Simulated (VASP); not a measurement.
GaSb:

```
Ga Sb
1.0
     0.00000    3.05740    3.05740
     3.05740    0.00000    3.05740
     3.05740    3.05740    0.00000
Ga Sb
1 1
Direct
  0.00000 0.00000 0.00000
  0.25000 0.25000 0.25000
```

Base run:

- Program: VASP 6.6.1
- Functional: HSE06
- Potentials or basis: VASP PAW PBE potentials, release 64 (Ga_d, Sb)
- Cutoff: 520 eV
- k mesh: 6 × 6 × 6
- Occupations: gaussian, width 0.03 eV
- Spin: no spin polarisation

Its results: band gap on the k mesh 0.87 eV, direct; pressure 0.2 GPa.

Question: The run is repeated on the same cell with these changes: functional from HSE06 to PBE. What comes out?

Answer: Band gap on the k mesh 0.05 eV, direct; pressure 2.5 GPa.

HSE06 gives the wider gap, since exact exchange removes part of the self-interaction.

Caveats: spin-orbit coupling is left out, which moves the levels of the heavy elements; the PAW data sets were made with another functional, which shifts forces and pressure a little (some runs).
